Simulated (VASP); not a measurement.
Output of a VASP run:

OSZICAR:
```
...
DAV:   6     0.811950093370E+00    0.34135E-06   -0.14577E-05  4012   0.465E-02    0.156E-02
DAV:   7     0.811950034706E+00   -0.58664E-07   -0.47725E-07  2670   0.990E-03
   5 F= 0.81195003E+00 E0= 0.81190380E+00  d E =-.155644E-02
       N       E                     dE             d eps       ncg     rms          rms(c)
DAV:   1     0.801125127979E+00   -0.10825E-01   -0.42326E-01  4334   0.710E+00    0.563E-01
DAV:   2     0.807689141436E+00    0.65640E-02   -0.10725E-02  5420   0.165E+00    0.376E-01
DAV:   3     0.811910948568E+00    0.42218E-02   -0.49948E-03  4604   0.177E+00    0.756E-02
DAV:   4     0.811859465239E+00   -0.51483E-04   -0.60293E-04  4310   0.270E-01    0.967E-02
DAV:   5     0.811859047819E+00   -0.41742E-06   -0.23198E-05  5656   0.611E-02    0.647E-02
DAV:   6     0.811860043201E+00    0.99538E-06   -0.49008E-06  4020   0.373E-02
   6 F= 0.81186004E+00 E0= 0.81175626E+00  d E =-.164643E-02
       N       E                     dE             d eps       ncg     rms          rms(c)
DAV:   1     0.810683433226E+00   -0.11756E-02   -0.45122E-02  4332   0.233E+00    0.183E-01
DAV:   2     0.811373663805E+00    0.69023E-03   -0.11406E-03  5662   0.677E-01    0.121E-01
DAV:   3     0.811819377965E+00    0.44571E-03   -0.50865E-04  4626   0.649E-01    0.242E-02
DAV:   4     0.811812323823E+00   -0.70541E-05   -0.75300E-05  4272   0.954E-02    0.315E-02
DAV:   5     0.811812239524E+00   -0.84299E-07   -0.20258E-06  3448   0.189E-02
   7 F= 0.81181224E+00 E0= 0.81171481E+00  d E =-.169424E-02
       N       E                     dE             d eps       ncg     rms          rms(c)
DAV:   1     0.795929622280E+00   -0.15883E-01   -0.43753E-01  4442   0.132E+01    0.753E-01
DAV:   2     0.809348543141E+00    0.13419E-01   -0.30715E-02  4382   0.386E+00    0.293E-01
DAV:   3     0.811652663913E+00    0.23041E-02   -0.65292E-03  4842   0.176E+00    0.138E-01
DAV:   4     0.811801104591E+00    0.14844E-03   -0.32648E-04  4206   0.313E-01    0.467E-02
DAV:   5     0.811805257196E+00    0.41526E-05   -0.52732E-05  5670   0.105E-01    0.242E-02
DAV:   6     0.811804856966E+00   -0.40023E-06   -0.40446E-06  4072   0.284E-02
   8 F= 0.81180486E+00 E0= 0.81174505E+00  d E =-.738256E-05
       N       E                     dE             d eps       ncg     rms          rms(c)
DAV:   1     0.808704885483E+00   -0.31004E-02   -0.84899E-02  4440   0.591E+00    0.324E-01
DAV:   2     0.811238399583E+00    0.25335E-02   -0.57620E-03  4382   0.167E+00    0.129E-01
DAV:   3     0.811696418739E+00    0.45802E-03   -0.13217E-03  4828   0.790E-01    0.567E-02
DAV:   4     0.811738443881E+00    0.42025E-04   -0.65170E-05  4248   0.140E-01    0.191E-02
DAV:   5     0.811744718061E+00    0.62742E-05   -0.99434E-06  5600   0.453E-02    0.100E-02
DAV:   6     0.811744242472E+00   -0.47559E-06   -0.84596E-07  2038   0.147E-02
   9 F= 0.81174424E+00 E0= 0.81166439E+00  d E =-.679971E-04
       N       E                     dE             d eps       ncg     rms          rms(c)
DAV:   1     0.811682579545E+00   -0.62139E-04   -0.17762E-03  4448   0.847E-01    0.475E-02
DAV:   2     0.811739432566E+00    0.56853E-04   -0.12358E-04  4378   0.245E-01    0.188E-02
DAV:   3     0.811748405081E+00    0.89725E-05   -0.27657E-05  4606   0.115E-01    0.848E-03
DAV:   4     0.811747664792E+00   -0.74029E-06   -0.12666E-06  2934   0.203E-02
  10 F= 0.81174766E+00 E0= 0.81167048E+00  d E =-.645747E-04
```

**OUTCAR**
```
------------------------ aborting loop because EDIFF is reached ----------------------------------------
  FORCE on cell =-STRESS in cart. coord.  units (eV):
  Direction    XX          YY          ZZ          XY          YZ          ZX
  --------------------------------------------------------------------------------------
  Total       -0.0072236     -0.0072236      0.0033197     -0.0000000      0.0000000      0.0000000
  in kB       -0.3535717     -0.3535717      0.1624860     -0.0000000      0.0000000      0.0000000
  external PRESSURE =      -0.1815525 kB  Pullay stress =       0.0000000 kB
  volume of cell :       32.73
      direct lattice vectors                 reciprocal lattice vectors
    -1.743960910  1.743960910  2.690631390     0.000000000  0.286703674  0.185829988
     1.743960910 -1.743960910  2.690631390     0.286703674  0.000000000  0.185829988
     1.743960910  1.743960910 -2.690631390     0.286703674  0.286703674 -0.000000000
 POSITION                                       TOTAL-FORCE (eV/Angst)
 -----------------------------------------------------------------------------------
      0.00000     -0.00000      0.00000        -0.000000      0.000000      0.000000
 -----------------------------------------------------------------------------------
    total drift:                                0.000000      0.000000      0.000000
  FREE ENERGIE OF THE ION-ELECTRON SYSTEM (eV)
  ---------------------------------------------------
  free  energy   TOTEN  =         0.8117476648 eV

  energy  without entropy=        0.8115161140  energy(sigma->0) =        0.81167048

 reached required accuracy - stopping structural energy minimisation
```
(Selected blocks of OUTCAR.)

File POSCAR:
```
In
1
   -1.7146029993     1.7146029993     2.7949012682
    1.7146029993    -1.7146029993     2.7949012682
    1.7146029993     1.7146029993    -2.7949012682
In
1
Direct
  0.0000000000   0.0000000000   0.0000000000
```

**Question.** Write an INCAR and KPOINTS that could have produced this output.

**Answer.** One answer among several that fit: the input of the run itself, vdW-DF2, plane waves, VASP's PBE PAW potentials (set 64).

**INCAR**
```
LUSE_VDW=.True.
ALGO=Normal
EDIFFG=-0.01   # ionic stop
IBRION=2   # conjugate gradients
LWAVE=.False.
LASPH=.True.   # aspherical one-centre terms
PREC=Accurate
GGA=ML
NSW=60   # most ionic steps
SIGMA=0.1
ISIF=3
EDIFF=1E-6   # SCF stop (eV)
ISMEAR=1
ENCUT=520
LREAL=.False.
SYSTEM=In
AGGAC=0.0
LCHARG=.False.
LMAXMIX=4   # l cut-off of mixed one-centre charges
ZAB_VDW=-1.8867
NELM=100   # most electronic steps
```

### KPOINTS
```
Automatic mesh
0
Gamma
13 13 13
0 0 0
```

POTCAR, in this order: In_d (PBE.64 set). Program: vasp_std.

The compound is In in the bct structure. This run relaxes it. Symmetry was kept, so distortions that lower it aren't found. The start is the result of an earlier pass.
